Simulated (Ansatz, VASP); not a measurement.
Two plane-wave programs on KAs4

```
K As
1.0
     3.95908    0.00000    0.00000
     0.00000    3.95908    0.00000
     0.00000    0.00000    7.80984
K As
1 4
Direct
  0.00000 0.00000 0.00000
  0.00000 0.50000 0.65794
  0.50000 0.00000 0.65794
  0.00000 0.50000 0.34206
  0.50000 0.00000 0.34206
```

Alike in both runs: functional PBE; dispersion D3(BJ); k mesh 10 × 10 × 6; occupations gaussian, width 0.1 eV; no spin polarisation.

Ansatz relaxed the structure, and its values are those at the end. VASP's run is a single point on that final structure, the one shown.

|  | VASP | Ansatz |
| --- | --- | --- |
| version | VASP 6.6.1 | Ansatz 0.2.0 |
| potentials or method | VASP PAW PBE potentials, release 64 (K_sv, As) | scalar-relativistic, plane waves, PAW |
| plane-wave cutoff (eV) | 520 | 420 |
| valence electrons in the cell | 29 | 69 |

```tsv
	VASP	Ansatz	Ansatz less VASP
gap on the k mesh at the Fermi level (eV)	none	none	-
pressure (GPa)	0.2	0.0	-0.19
rms of the force components (eV/Å)	0.020	0.001	-0.0192
```

A gap of «none» marks a metal or a gap that the smearing closes. The two sets of potentials don't hold the same shells in valence.

Caveats: pairwise dispersion overbinds metals, which lowers pressure and volume.
